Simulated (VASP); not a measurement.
These are PBE GGA, VASP's PBE PAW potentials (set 64) (plane waves; VASP) values and carry that method's errors.

VASP input:

POSCAR:
```
BN
1
    1.3031138126    -2.2570595577     0.0000000000
    1.3031138126     2.2570595577     0.0000000000
    0.0000000000     0.0000000000     4.3099366252
B N
2 2
Direct
  0.6666670000   0.3333330000   0.5002373476
  0.3333330000   0.6666670000   0.0002373476
  0.6666670000   0.3333330000   0.8747626524
  0.3333330000   0.6666670000   0.3747626524
```

File KPOINTS:
```
Automatic mesh
0
Gamma
10 10 6
0 0 0
```

INCAR:
```
SYSTEM = BN
PREC = Accurate
ENCUT = 600
EDIFF = 1E-7
NELM = 100
ALGO = Normal
LREAL = .FALSE.
LASPH = .TRUE.
ISMEAR = 0
SIGMA = 0.05
GGA = PE
LWAVE = .FALSE.
LCHARG = .FALSE.
ISIF = 2
```

POTCAR, in this order: B N (PBE.64 set). Program: vasp_std.

The resulting files:

OSZICAR:
```
       N       E                     dE             d eps       ncg     rms          rms(c)
DAV:   1     0.595247206125E+02    0.59525E+02   -0.94883E+03  1344   0.145E+03
DAV:   2    -0.332812341090E+02   -0.92806E+02   -0.87094E+02  1920   0.305E+02
DAV:   3    -0.364635695017E+02   -0.31823E+01   -0.31687E+01  1800   0.569E+01
DAV:   4    -0.364861733600E+02   -0.22604E-01   -0.22579E-01  1680   0.484E+00
DAV:   5    -0.364864939623E+02   -0.32060E-03   -0.32042E-03  1756   0.535E-01    0.893E+00
DAV:   6    -0.348711553490E+02    0.16153E+01   -0.48725E+00  1744   0.188E+01    0.418E+00
DAV:   7    -0.347719647806E+02    0.99191E-01   -0.18264E-01  1620   0.464E+00    0.258E+00
DAV:   8    -0.347470902681E+02    0.24875E-01   -0.70876E-02  1508   0.245E+00    0.237E-01
DAV:   9    -0.347459783739E+02    0.11119E-02   -0.24709E-03  1756   0.578E-01    0.111E-01
DAV:  10    -0.347462461988E+02   -0.26782E-03   -0.48406E-04  1580   0.212E-01    0.295E-02
DAV:  11    -0.347462504094E+02   -0.42106E-05   -0.86545E-05  1720   0.824E-02    0.130E-02
DAV:  12    -0.347462515293E+02   -0.11199E-05   -0.10255E-05  1700   0.318E-02    0.258E-03
DAV:  13    -0.347462517305E+02   -0.20120E-06   -0.20570E-07  1276   0.565E-03    0.632E-04
DAV:  14    -0.347462517391E+02   -0.85948E-08   -0.22147E-08   952   0.168E-03
   1 F= -.34746252E+02 E0= -.34746252E+02  d E =-.549037E-14
```

**OUTCAR**
```
------------------------ aborting loop because EDIFF is reached ----------------------------------------
  FORCE on cell =-STRESS in cart. coord.  units (eV):
  Direction    XX          YY          ZZ          XY          YZ          ZX
  --------------------------------------------------------------------------------------
  Total       -3.1768443     -3.1768449     -3.2176675      0.0000000      0.0000000      0.0000000
  in kB     -200.7614222   -200.7614624   -203.3412557      0.0000000      0.0000000      0.0000000
  external PRESSURE =    -201.6213801 kB  Pullay stress =       0.0000000 kB
  volume of cell :       25.35
      direct lattice vectors                 reciprocal lattice vectors
     1.303113813 -2.257059558  0.000000000     0.383696340 -0.221527163  0.000000000
     1.303113813  2.257059558  0.000000000     0.383696340  0.221527163  0.000000000
     0.000000000  0.000000000  4.309936625     0.000000000  0.000000000  0.232021973
  FREE ENERGIE OF THE ION-ELECTRON SYSTEM (eV)
  ---------------------------------------------------
  free  energy   TOTEN  =       -34.7462517391 eV

  energy  without entropy=      -34.7462517391  energy(sigma->0) =      -34.74625174
```
(Selected blocks of OUTCAR.)

The compound is BN in the wurtzite structure, a metastable high-pressure form. This cell was strained or had an atom moved on purpose.
